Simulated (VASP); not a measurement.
The input files of a VASP run:

File KPOINTS:
```
Automatic mesh
0
Gamma
11 11 11
0 0 0
```

INCAR:
```
! general
SYSTEM=BP
PREC  =Accurate
ENCUT =520
LREAL =.FALSE.
LASPH =.TRUE.

! electronic loop
EDIFF =1E-7
NELM  =100
ALGO  =Normal

! smearing
ISMEAR=-5

! functional
GGA   =PE
IVDW  =12

! ions
ISIF  =2

! output
LWAVE =.FALSE.
LCHARG=.TRUE.
LORBIT=11
NEDOS =601
```

**POSCAR**
```
BP
1
    0.0000000000     2.2526418555     2.2526418555
    2.2526418555     0.0000000000     2.2526418555
    2.2526418555     2.2526418555     0.0000000000
B P
1 1
Direct
  0.0000000000   0.0000000000   0.0000000000
  0.2500000000   0.2500000000   0.2500000000
```

POTCAR, in this order: B P (PBE.64 set). Program: vasp_std.

Task: Write an equivalent input for Quantum ESPRESSO's pw.x.

Result: One equivalent input (not run):
```
&CONTROL
  calculation = 'scf'
  pseudo_dir = './pseudo'
  outdir = './out'
  tprnfor = .true.
  tstress = .true.
/
&SYSTEM
  ibrav = 0
  nat = 2
  ntyp = 2
  ecutwfc = 76
  occupations = 'tetrahedra'
  input_dft = 'pbe'
  vdw_corr = 'grimme-d3'
  dftd3_version = 4
  dftd3_threebody = .false.
/
&ELECTRONS
  conv_thr = 7.3e-09
  electron_maxstep = 100
/
ATOMIC_SPECIES
  B 10.810 B.upf
  P 30.974 P.upf
CELL_PARAMETERS angstrom
     0.0000000    2.2526419    2.2526419
     2.2526419    0.0000000    2.2526419
     2.2526419    2.2526419    0.0000000
ATOMIC_POSITIONS crystal
  B    0.0000000  0.0000000  0.0000000
  P    0.2500000  0.2500000  0.2500000
K_POINTS automatic
  11 11 11 0 0 0
```
Limits of the translation: the potentials are each code's own (VASP's PAW set, PseudoDojo norm-conserving files in pw.x), so ENCUT and ecutwfc are chosen apart and not converted; conv_thr bounds pw.x's estimated SCF error, while EDIFF bounds the energy change between steps.

The compound is BP in the zinc blende structure. It was relaxed first.
